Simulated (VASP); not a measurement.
These are PBE GGA, VASP's PBE PAW potentials (set 64) (plane waves; VASP) values and carry that method's errors.

VASP input:

File POSCAR:
```
SiC
1
    3.1067710000     0.0000000000     0.0000000000
   -1.5533850000     2.6905420000     0.0000000000
    0.0000000000     0.0000000000    15.2460410000
Si C
6 6
Direct
  0.3333330000   0.6666670000   0.8329900000
  0.6666670000   0.3333330000   0.3329900000
  0.6666670000   0.3333330000   0.6665000000
  0.3333330000   0.6666670000   0.1665000000
  0.0000000000   0.0000000000   0.4997300000
  0.0000000000   0.0000000000   0.9997300000
  0.0000000000   0.0000000000   0.8743700000
  0.0000000000   0.0000000000   0.3743700000
  0.3333330000   0.6666670000   0.7080000000
  0.6666670000   0.3333330000   0.2080000000
  0.6666670000   0.3333330000   0.5415200000
  0.3333330000   0.6666670000   0.0415200000
```

KPOINTS:
```
Automatic mesh
0
Gamma
  8 8 2
```

### INCAR
```
SYSTEM = SiC
PREC = Accurate
ENCUT = 240
EDIFF = 1E-6
NELM = 100
ALGO = Normal
LREAL = .FALSE.
LASPH = .TRUE.
ISMEAR = 0
SIGMA = 0.01
GGA = PE
LWAVE = .FALSE.
LCHARG = .FALSE.
ISIF = 2
```

POTCAR, in this order: Si C (PBE.64 set). Program: vasp_std.

Problem. What will the output report for the number of irreducible k-points (NKPTS), largest plane-wave count, number of space-group operations, FFT grid (NGX, NGY, NGZ)?

Solution. 
The number of irreducible k-points (NKPTS) is 20. The largest plane-wave count is 1098. The number of space-group operations comes out as 12 and the FFT grid (NGX, NGY, NGZ) is 16 × 16 × 80.

The structure comes from a computed database's SiC entry; how it stands against other phases isn't given here. The cell was not relaxed at this level. The run is one of a series of settings (ENCUT = 240 against the base run), some of them coarse on purpose.
